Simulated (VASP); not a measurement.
# Zn2P: structure and properties in VASP, part 2 of 2

Wanted: the relaxed cell of Zn2P and its properties. The cell is invented: other elements were put on sites of a known structure type. It may not be a known or stable phase.

VASP 6.6.1; PW91 with D4; plane waves and PAW (Zn, P); invented cell.

Still holding for the runs below: This run has no spin polarisation. Its electron count is odd, so without a moment it is a metal by construction. The k-mesh is coarse for a metal.

So far. Step 10 (Volume scan with PW91 + D4 (run 3)): The pressure falls from 3.61 to 1.69 GPa. Step 10 (Volume scan with PW91 + D4 (run 3)): The run ends at a pressure of 1.69 GPa, with forces up to 0.069 eV/Å.

### 11. Volume scan with PW91 + D4 (run 4)

Input file INCAR:

```
SYSTEM = Zn2P
PREC = Accurate
ENCUT = 400
EDIFF = 1E-06
NELM = 100
ISMEAR = -1
SIGMA = 0.05
LREAL = .FALSE.
ALGO = Normal
GGA = 91
IVDW = 13
VDW_S6 = 1
VDW_S8 = 0.77283111
VDW_A1 = 0.39581542
VDW_A2 = 4.93405761
NBANDS = 20
LORBIT = 11
LWAVE = .FALSE.
LCHARG = .FALSE.
ISIF = 2
```

Input file POSCAR:

```
Zn2P
1.0
    3.7736185074      0.0000000000      0.0000000000
   -1.8868092538      3.2680495039      0.0000000000
    0.0000000000      0.0000000000      4.0348465336
Zn P
2 1
Direct
    0.3333333300      0.6666666700      0.2861473493
    0.6666666700      0.3333333300      0.7138526507
    0.0000000000      0.0000000000      0.0000000000
```

Input file KPOINTS:

```
Automatic mesh
0
Gamma
6 6 5
0 0 0
```

Potentials, in the order of the species: Zn and P (PBE family, release 64).

Command:

```bash
> mpirun -np 1 vasp_std
```

Run time: 48 s. Hardware: 1 MPI rank of AMD EPYC 7R43, shared host; peak memory 0.12 GiB.

The pressure falls from 1.69 to 0.00 GPa.

The run ends at a pressure of 0.00 GPa, with forces up to 0.0047 eV/Å.

### 12. Volume scan with PW91 + D4 (run 5)

INCAR is that of step 11.

Input file POSCAR:

```
Zn2P
1.0
    3.7986100868      0.0000000000      0.0000000000
   -1.8993050435      3.2896928466      0.0000000000
    0.0000000000      0.0000000000      4.0615681503
Zn P
2 1
Direct
    0.3333333300      0.6666666700      0.2861473493
    0.6666666700      0.3333333300      0.7138526507
    0.0000000000      0.0000000000      0.0000000000
```

KPOINTS is that of step 11.

Command:

```bash
> mpirun -np 1 vasp_std
```

Run time: 54 s. Hardware: 1 MPI rank; peak memory 0.11 GiB.

The pressure falls from 0.00 to -1.51 GPa.

The run ends at a pressure of -1.51 GPa, with forces up to 0.055 eV/Å.

### 13. Volume scan with PW91 + D4 (run 6)

INCAR is that of step 12.

Input file POSCAR:

```
Zn2P
1.0
    3.8232770772      0.0000000000      0.0000000000
   -1.9116385387      3.3110550870      0.0000000000
    0.0000000000      0.0000000000      4.0879427085
Zn P
2 1
Direct
    0.3333333300      0.6666666700      0.2861473493
    0.6666666700      0.3333333300      0.7138526507
    0.0000000000      0.0000000000      0.0000000000
```

KPOINTS is that of step 12.

Command:

```bash
> mpirun -np 1 vasp_std
```

Elapsed: 40 s, on 1 MPI rank; peak memory 0.12 GiB.

The pressure falls from -1.51 to -2.85 GPa.

The run ends at a pressure of -2.85 GPa, with forces up to 0.11 eV/Å.

### 14. Volume scan with PW91 + D4 (run 7)

A prediction first. A parabola through the 6 pressures of evenly scaled cells so far, P = -0.01 -80.4 t +207 t² GPa with t = ln(V/V₁) and V₁ the volume at scale 1, gives -3.99 GPa at t = +0.0583.

INCAR is that of step 13.

Input file POSCAR:

```
Zn2P
1.0
    3.8476298171      0.0000000000      0.0000000000
   -1.9238149086      3.3321451785      0.0000000000
    0.0000000000      0.0000000000      4.1139812622
Zn P
2 1
Direct
    0.3333333300      0.6666666700      0.2861473493
    0.6666666700      0.3333333300      0.7138526507
    0.0000000000      0.0000000000      0.0000000000
```

KPOINTS is that of step 13.

Command:

```bash
> mpirun -np 1 vasp_std
```

Elapsed: 51 s, on 1 MPI rank; peak memory 0.12 GiB.

The pressure falls from -2.85 to -4.02 GPa. The parabola predicted -3.99 GPa, +0.03 GPa off.

### 15. The series together

Times are for 1 MPI rank of AMD EPYC 7R43, shared host. Results by setting:

```tsv
no.	volume scale	energy above the lowest point (meV/atom)	pressure (GPa)	time	memory (GiB)
1	0.94	19.57	5.760	35 s	0.1
2	0.96	8.94	3.614	33 s	0.11
3	0.98	2.54	1.694	44 s	0.11
4	1	0	-0.003169	48 s	0.12
5	1.02	0.72	-1.512	54 s	0.11
6	1.04	4.51	-2.847	40 s	0.12
7	1.06	10.82	-4.018	51 s	0.12
```

### 16. Fit for PW91 + D4

This step: Birch-Murnaghan fit, PW91 with D4; plane waves and PAW; invented cell (VASP 6.6.1).

Derived from the runs above.

This step gave:

```
pressure derivative of the bulk modulus : 5.204
r.m.s. error of the fit                 : 1.90e-5 eV/atom
minimum inside the sampled range        : yes
bulk modulus                            : 78.65 GPa
equilibrium volume of the fit           : 16.67 Å³/atom
```

Table of energy above the fitted minimum by volume:

```tsv
volume (Å³/atom)	energy above the fitted minimum (eV/atom)
15.591	0.0197
15.923	0.00906
16.255	0.00267
16.586	1.2e-4
16.918	8.5e-4
17.250	0.00463
17.582	0.0109
```

The fitted volume lies +0.51 % from the relaxed one. At a finite cutoff and mesh the minimum of the energy and the zero of the stress don't quite coincide, and the relaxation stops at a threshold. The atoms bear forces along the scan, since they were held; freeing them would lower the modulus.

### 17. Core-level energies (PW91 + D4)

This step: PW91 with D4; plane waves and PAW (Zn, P); invented cell (VASP 6.6.1).

Core levels shift with the potential at each site, so they tell like atoms on unlike sites apart.

INCAR, as its differences from that of step 14:

```diff
@@ -19,2 +19,2 @@
 LCHARG = .FALSE.
-ISIF = 2
+ICORELEVEL = 1
```

Input file POSCAR:

```
Zn2P
1.0
    3.7736185074      0.0000000000      0.0000000000
   -1.8868092538      3.2680495039      0.0000000000
    0.0000000000      0.0000000000      4.0348465336
Zn P
2 1
Direct
    0.3333333300      0.6666666700      0.2861473493
    0.6666666700      0.3333333300      0.7138526507
    0.0000000000      0.0000000000      0.0000000000
```

KPOINTS is that of step 14.

Command:

```bash
> mpirun -np 1 vasp_std
```

Elapsed: 48 s, on 1 MPI rank; peak memory 0.12 GiB.

These are scalar-relativistic Kohn-Sham levels of the ground state, with no core hole, so they are not binding energies.

Numbers from this step:

```
free energy (TOTEN)     : -8.210 eV
energy at zero smearing : -8.207 eV
Fermi energy            : 4.031 eV
pressure                : -0.003169 GPa
```

Kohn-Sham core levels. Core levels, by row:

```tsv
atom	shell	level below the Fermi level (eV)
Zn1	1s	9522
Zn1	2s	1155
Zn1	2p	1001
Zn1	3s	126.3
Zn1	3p	80.43
Zn2	1s	9522
Zn2	2s	1155
Zn2	2p	1001
Zn2	3s	126.3
Zn2	3p	80.43
P3	1s	2078
P3	2s	168.2
P3	2p	118.6
```

Atoms of one element give levels within 0.1 eV of each other.

### 18. Outcome

```yaml
relaxed_volume: 16.59 Å³/atom
relaxed_conventional_cell_a_b_c: 3.774, 3.774, 4.035 Å; angles 90.0, 90.0, 120.0°
space_group_after_relaxing_within_0p02_a: P-3m1 (No. 164)
band_gap: none, a metal
dos_at_the_fermi_level: 0.896 states/eV/cell
largest_field_gradient_vzz: 46.46 V/Å² on P3
bulk_modulus_from_the_fit: 78.7 GPa
volume_from_the_fit: 16.7 Å³/atom
shallowest_level_of_the_frozen_cores: Zn1 3p, 80.4 eV deep
```

**Reading.** With PW91 + D4, Zn2P relaxes to 16.59 Å³/atom in space group P-3m1 (held by the symmetry of the run), comes out as a metal and has a bulk modulus of 78.7 GPa at fixed shape and positions, an upper bound. Bands along the symmetry lines (PW91 + D4): Of the bands kept, 2 cross the Fermi level on this path. The k-sampling is coarse for a metal, so the Fermi level, pressures and the shape of the cell carry errors. With an odd electron count and no spin the cell is a metal by construction. No search among competing phases was made. All values are for a static lattice at zero temperature.

[Lines on the potential files, build, host, timing and source positions are cut from VASP's logs without a mark.]

[Logs are printed without paths, hosts, clocks, repeated set-up lines and the standing remarks that a program may print on its own settings, such as how far it seeks lower states.]

[Hosts, paths, dates, database ids (printed as entryN), source tags and the programs' standing remarks are cut or masked in the printed files.]

[A measured line is paired with the nearest computed mode of its activity, which favours agreement.]
